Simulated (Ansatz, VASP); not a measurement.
# TiTe2 in two plane-wave programs, part 2 of 2

One calculation is typed for both programs; each brings its own data sets. How far apart do they land? The cell is taken from a series of runs on this material, whose earlier steps may have relaxed, scaled, displaced or heated it; both programs get it as it stands.

VASP 6.6.1 and Ansatz 0.2.0.

So far: The starting structure; Ansatz: relaxation of cell and atoms, PBE; VASP: relaxation of cell and atoms, PBE; Side by side.

### Step 5. Ansatz: zone-centre phonons, PBE

Level of this step: Ansatz beside VASP: Kohn-Sham DFT, plane waves, PBE (Ansatz).

Second derivatives magnify differences that forces hide, and they need a tight electronic threshold.

The cell is taken from a series of runs on this material, whose earlier steps may have relaxed, scaled, displaced or heated it; both programs get it as it stands.

input.yaml

```yaml
crystal:
  lattice:
    - [3.7801644719, 0.0, 0.0]
    - [-1.890082236, 3.2737184632, 0.0]
    - [0.0, 0.0, 6.7699666256]
  atoms:
    - { symbol: Ti, position: [0.0, 0.0, 0.0] }
    - { symbol: Te, position: [0.6666666667, 0.3333333333, 0.2542644436] }
    - { symbol: Te, position: [0.3333333333, 0.6666666667, 0.7457355564] }
kpoints:
  mp_grid: { grid: [6, 6, 3] }
hamiltonian:
  xc: pbe
scf:
  occupations: { method: methfessel_paxton, width: 0.2 }
output:
  eigenvalues: true
phonons:
  method: dfpt
  qmesh: [2, 2, 1]
  temperatures: { t_max: 1000, t_step: 50 }
  qpath:
    path:
      - [[0.0, 0.0, 0.0], [0.5, 0.0, 0.0], [0.33333333, 0.33333333, 0.0], [0.0, 0.0, 0.0], [0.0, 0.0, 0.5], [0.5, 0.0, 0.5], [0.33333333, 0.33333333, 0.5], [0.0, 0.0, 0.5]]
      - [[0.5, 0.0, 0.5], [0.5, 0.0, 0.0]]
      - [[0.33333333, 0.33333333, 0.5], [0.33333333, 0.33333333, 0.0]]
    npoints: 10
```

Run with:

```sh
> ansatz run input.yaml --threads 4 --pin off --max-ram 10240MiB --backend cpu --events-out ev --progress --plain --runs-dir out
```

Numbers of over 12 decimals in the logs are rounded to 6 here.

The log of the run:

```text
[...]
Crystal: 3 atoms, lattice volume = 83.780 Å³
Basis set: ecut = 420 eV, 1619 PW (Γ), exchange–correlation on 54×54×96 points (8 copies of the dense FFT grid, shifted against one another)
Bands: 27, of which v1, the nominal top of the filled ones, is band 22 counted from 1 (21 counted from 0)
Symmetry: 12 space group operations
k-points: 17 of 108
[...]
largest difference from the sums on the solved wave vectors: F 1.62e-1 eV, S 2.26e-4 and C_V 6.46e-5 eV/K
  zero-point energy: 0.069922 eV/cell   skipped modes (ω ≤ 0): 3   left out of the sums: 9.26e-5 of the cell's modes: C_V's classical limit lies that fraction below 3 k_B per atom; for a crystal, a wire or a layer, F and S can be off by more, and a phonons.interpolated_qmesh denser along its periods is the remedy for the sampling
[key lines of the parts left out:]
SCF converged after 10 iterations
Free energy (F): -16461.673715 eV
Fermi energy:    9.576139 eV
```

### Step 6. VASP: zone-centre phonons, PBE

The same cell, functional, mesh and smearing now go to VASP, with its own data sets.

INCAR

```
SYSTEM = TiTe2
PREC = Accurate
ENCUT = 500
EDIFF = 1E-08
NELM = 120
ISMEAR = 1
SIGMA = 0.2
LREAL = .FALSE.
ALGO = Normal
GGA = PE
NBANDS = 18
LASPH = .TRUE.
LORBIT = 11
LWAVE = .FALSE.
LCHARG = .FALSE.
ISIF = 2
IBRION = 8
GGA_COMPAT = .FALSE.
KPAR = 2
```

POSCAR

```
TiTe2
1.0
    3.7801644719      0.0000000000      0.0000000000
   -1.8900822360      3.2737184632      0.0000000000
    0.0000000000      0.0000000000      6.7699666256
Ti Te
1 2
Direct
    0.0000000000      0.0000000000      0.0000000000
    0.6666666667      0.3333333333      0.2542644436
    0.3333333333      0.6666666667      0.7457355564
```

KPOINTS

```
Automatic mesh
0
Gamma
6 6 3
0 0 0
```

PAW data sets: Ti_sv and Te (PBE family, release 64).

Run with:

```sh
> mpirun -np 2 vasp_std
```

The log of the run:

```text
[... set-up lines as in an earlier step ...]
 entering main loop
       N       E                     dE             d eps       ncg     rms          rms(c)
DAV:   1     0.179116129562E+03    0.17912E+03   -0.10651E+04   612   0.120E+03
DAV:   2    -0.192327832916E+01   -0.18104E+03   -0.17684E+03   656   0.306E+02
DAV:   3    -0.179245951592E+02   -0.16001E+02   -0.15745E+02   932   0.862E+01
DAV:   4    -0.185170235116E+02   -0.59243E+00   -0.59123E+00   780   0.155E+01
[...]
DAV:  20    -0.162058620679E+02    0.36659E-07   -0.57228E-09   380   0.503E-04    0.683E-04
DAV:  21    -0.162058620808E+02   -0.12869E-07   -0.19751E-09   372   0.251E-04    0.154E-04
DAV:  22    -0.162058620792E+02    0.15607E-08   -0.30720E-10   366   0.138E-04
   1 F= -.16205862E+02 E0= -.16204806E+02  d E =-.316841E-02
 Linear response reoptimize wavefunctions to high precision
DAV:   1    -0.162058620792E+02    0.15007E-10   -0.13197E-10   382   0.878E-05
 Linear response DOF=           4
 Linear response progress:
  Degree of freedom:   1/  4
[...]
RMM:  11    -0.424143514928E-01    0.24227E-07   -0.28017E-07  5291   0.320E-04    0.254E-05
RMM:  12    -0.424143003341E-01    0.51159E-07    0.17891E-08  5319   0.165E-04    0.102E-05
RMM:  13    -0.424143057516E-01   -0.54175E-08   -0.86010E-08  5270   0.885E-05    0.384E-06
 first order change of Fermi-energy   0.26622E-04
 force on displaced ion       2 direction 1 :  -3.182   0.001   0.000
 Linear response progress:
  Degree of freedom:   4/  4
       N       E                     dE             d eps       ncg     rms          rms(c)
RMM:   1    -0.657426317933E-01   -0.65743E-01    0.36930E-02  1421   0.122E+00
RMM:   2    -0.639266775925E-01    0.18160E-02   -0.35832E-03  1265   0.334E-01    0.152E-01
RMM:   3    -0.643249205871E-01   -0.39824E-03   -0.13389E-03  1192   0.265E-01    0.173E-01
RMM:   4    -0.640124094346E-01    0.31251E-03   -0.63329E-04  1112   0.191E-01    0.578E-02
[...]
RMM:  14    -0.641333407246E-01    0.96137E-08   -0.16983E-07  1555   0.886E-05    0.211E-05
RMM:  15    -0.641333528985E-01   -0.12174E-07    0.80713E-08  1559   0.430E-05    0.127E-05
RMM:  16    -0.641333530478E-01   -0.14930E-09   -0.97323E-08  1517   0.260E-05    0.496E-06
 first order change of Fermi-energy  -0.64918E-01
 force on displaced ion       2 direction 3 :   0.000  -0.000  -6.879
 Linear response finished
```

Parts of OUTCAR (step 6):

```text
  Total        0.1632830      0.1632830     -0.3410491     -0.0000000      0.0000000     -0.0000000
  in kB        3.1225767      3.1225767     -6.5221231     -0.0000000      0.0000000     -0.0000000
  external PRESSURE =      -0.0923232 kB  Pullay stress =       0.0000000 kB

 POSITION                                       TOTAL-FORCE (eV/Angst)
 -----------------------------------------------------------------------------------
      0.00000      0.00000      0.00000         0.000000      0.000000      0.000000
      1.89008      1.09124      1.72136        -0.000000     -0.000000     -0.063580
     -0.00000      2.18248      5.04860         0.000000      0.000000      0.063580
 -----------------------------------------------------------------------------------
    total drift:                               -0.000000      0.000000      0.000000

[... 2 further parts left out ...]
```

### Step 7. Comparison

What differs besides the data sets and the points named for the pairs above, as far as they apply: VASP's run holds the zone centre alone; the data sets hold 44 valence electrons in Ansatz (on its default PAW (the set named soft_2) files) and 24 in VASP. Total energies have different zeros and are not compared.

The two programs side by side:

```
                  quantity  Ansatz   VASP  difference
optical mode 1 to 2 (cm⁻¹)    94.3   94.3     -0.02 %
     optical mode 3 (cm⁻¹)   135.0  135.1     -0.07 %
optical mode 4 to 5 (cm⁻¹)   170.5  172.0     -0.92 %
     optical mode 6 (cm⁻¹)   263.7  265.6     -0.73 %
```

Modes are paired by rising frequency, not by their patterns, so a pair may set unlike modes beside each other; they are those without the splitting of longitudinal modes.

### Step 8. What came out

```json
{
  "difference in edge c after relaxation, in the typed setting (relaxation of cell and atoms, PBE)": "0.33 %",
  "r.m.s. difference of the optical zone-centre modes, each program's sorted by frequency (zone-centre phonons, PBE)": "1.2 cm⁻¹",
  "difference in optical mode 4 to 5 (zone-centre phonons, PBE)": "-0.9 %"
}
```

**Reading.** The difference in edge c after relaxation, in the typed setting is 0.33 % (relaxation of cell and atoms, PBE), within the 1.2 % picked in this series as the mark of a large difference, as far as the stopping tolerances let one tell. The data sets hold unlike numbers of valence electrons (44 in Ansatz and 24 in VASP), so part of the differences comes from the potentials. Among the rows given in per cent, the largest difference of the zone-centre phonons, PBE pair is in optical mode 4 to 5, -0.9 %. Such differences can come from data sets, numerical settings and the points named under the comparisons, not from the functional's error against experiment.

[Lines on the potential files, build, host, timing and source positions are cut from VASP's logs without a mark.]

[Logs are printed without paths, hosts, clocks, repeated set-up lines and the standing remarks that a program may print on its own settings, such as how far it seeks lower states.]

[Hosts, paths, dates, database ids (printed as entryN), source tags and the programs' standing remarks are cut or masked in the printed files.]
